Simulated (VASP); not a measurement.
VASP input:

**POSCAR**
```
YbGe2
1
    0.0000000000     3.4826790000     3.4826790000
    3.4826790000     0.0000000000     3.4826790000
    3.4826790000     3.4826790000     0.0000000000
Yb Ge
1 2
Direct
  0.0000000000   0.0000000000   0.0000000000
  0.2500000000   0.2500000000   0.2500000000
  0.7500000000   0.7500000000   0.7500000000
```

INCAR:
```
SYSTEM = YbGe2
PREC = Accurate
ENCUT = 400
EDIFF = 1E-6
NELM = 100
ALGO = Normal
LREAL = .FALSE.
LASPH = .TRUE.
ISMEAR = 1
SIGMA = 0.1
GGA = PE
LMAXMIX = 6
LWAVE = .FALSE.
LCHARG = .FALSE.
ISIF = 2
LSORBIT = .TRUE.
MAGMOM = 0 0 0 0 0 0 0 0 0
GGA_COMPAT = .FALSE.
```

File KPOINTS:
```
Automatic mesh
0
Gamma
6 6 6
0 0 0
```

POTCAR, in this order: Yb_2 Ge_d (PBE.64 set). Program: vasp_std.

The run wrote:

File standard output:
```
 POSCAR found type information on POSCAR YbGe
 POSCAR found :  2 types and       3 ions
 Reading from existing POTCAR

 -----------------------------------------------------------------------------
|                                                                             |
|     EEEEEEE  RRRRRR   RRRRRR   OOOOOOO  RRRRRR      ###     ###     ###     |
|     E        R     R  R     R  O     O  R     R     ###     ###     ###     |
|     E        R     R  R     R  O     O  R     R     ###     ###     ###     |
|     EEEEE    RRRRRR   RRRRRR   O     O  RRRRRR       #       #       #      |
|     E        R   R    R   R    O     O  R   R                               |
|     E        R    R   R    R   O     O  R    R      ###     ###     ###     |
|     EEEEEEE  R     R  R     R  OOOOOOO  R     R     ###     ###     ###     |
|                                                                             |
|     ERROR: Noncollinear calculations require that VASP is compiled          |
|     without the flag -DNGXhalf and-DNGZhalf.                                |
|     You probably tried to run a noncollinear calculation                    |
|     (LNONCOLLINEAR=T) with the executable vasp_std. Use vasp_ncl            |
|     instead!                                                                |
|                                                                             |
|       ---->  I REFUSE TO CONTINUE WITH THIS SICK JOB ... BYE!!! <----       |
|                                                                             |
 -----------------------------------------------------------------------------
```

**Question.** Read input and log: which fault does this run have?
(A) ISPIN is misspelt, so the run is not spin-polarised
(B) EDIFF is too loose for the force threshold
(C) NSW is too small for the relaxation to finish
(D) LSORBIT needs the non-collinear program vasp_ncl

**Answer.** D, LSORBIT needs the non-collinear program vasp_ncl. VASP stops with an error: ERROR: Noncollinear calculations require that VASP is compiled without the flag -DNGXhalf and-DNGZhalf. You probably tried to run a noncollinear calculation (LNONCOLLINEAR=T) with the executable vasp_std. Use vasp_ncl instead! ----> I REFUSE TO CONTINUE WITH THIS SICK JOB ... BYE!!! <----

To mend it, run vasp_ncl.

The mended run (PBE GGA with spin-orbit coupling, plane waves, VASP's PBE PAW potentials (set 64)) converges, and its OSZICAR ends with
```
   1 F= -.10825638E+02 E0= -.10825937E+02  d E =0.897893E-03  mag=    -0.0000     0.0000     0.0000
```

The structure was generated: YbGe2 was put into the fluorite type (Fm-3m), which need not be its known phase. The cell was not relaxed at this level. The 4f electrons are frozen in the core of the lanthanide potential, so 4f levels, which can set the real gap, and their magnetism are missing.
